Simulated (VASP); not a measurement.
Here is the system:

```
Mo
1.0
   -1.56665     1.56665     1.56665
    1.56665    -1.56665     1.56665
    1.56665     1.56665    -1.56665
Mo
1
Cartesian
  0.00000   0.00000   0.00000
```

Level of theory: PBEsol GGA, VASP's PBE PAW potentials (set 64) (plane waves; VASP). Numerical set-up: PREC = Normal, EDIFF = 1E-5, 400 eV cut-off, 18×18×18 Γ-centred mesh, first-order Methfessel-Paxton smearing of 0.10 eV, potentials Mo_sv.

**Question.** Give the stress tensor in GPa (positive for a compressed cell).

**Answer.** 
```
-1.43   0.00   0.00
 0.00  -1.43   0.00
 0.00   0.00  -1.43
```
The pressure is its mean diagonal, -1.43 GPa.

The compound is Mo in the bcc structure. It was relaxed first.
